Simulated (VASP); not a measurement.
SnTe: transverse stress against strain

SnTe (rock salt, Fm-3m, 31.034 Å³/atom and stress up to 0.10 GPa in the relaxed cell, cube axes along x, y and z) under an equal strain ε along x and y, with z held. PBEsol in VASP (plane waves, PAW), 480 eV, 8×8×8 Γ-centred mesh, Gaussian smearing 0.05 eV; ions are relaxed, or left where forces stay under 0.02 eV/Å, within the symmetry of each cell. Stress is positive for a compressed cell.

Here s stands for strain and y for stress zz.

```
strain (%)  stress zz (GPa)
----------  ---------------
-1.50                  0.27
-1.00                  0.21
-0.50                  0.15
0.00                   0.10
0.50                   0.05
1.00                   0.00
1.50                  -0.03
3.00                      ?
```

Fit y of the 7 rows that show it with a straight line. Means: s 0, y 0.107. About the means, the sum of products is -0.71000 and the sum of squares of s is 7.0000; the slope is their ratio. Least squares gives y = 0.107 - 0.1014·s. Residuals (row less fit): 0.011, 0.002, -0.008, -0.007, -0.006, -0.006, 0.015; standard error 0.010 (degrees of freedom: 5). The slope gives the elastic constant 2C12 = 10.1 ± 0.4 GPa (± standard error of the fit, which holds the terms cut off).

Task: What does the fit predict for y at s = 3.00, and how far is the calculated value from it?

Result: y = 0.107 - 0.1014 × 3.0 = -0.197 GPa. The calculation gives -0.13 GPa, 0.067 GPa above the prediction (16.8 % of the range of y in the table). The row lies outside the fitted rows, so this is an extrapolation. From the scatter of the fitted rows alone, a prediction at this place has a standard error of 0.016 GPa, so the miss is 4.2 times that.

A polynomial of degree 2 through the 12 other runs of the series gives -0.14 there, so most of the miss is curvature that the fit leaves out. This level leaves no gap over 0.05 eV at strain 3.00 %. Spin-orbit coupling is left out, which can shift these values for the heavy elements here. SnTe stands in this structure, which distorts at low temperature. Rows are the converged runs of the series near zero and its far end; series whose fitted rows scatter by over a few per cent of the range, as at a crossing or softening among them, aren't shown in this form, nor equations of state whose B0' disagrees with the runs' pressures. Most that stay on the fit to the last digits aren't either.
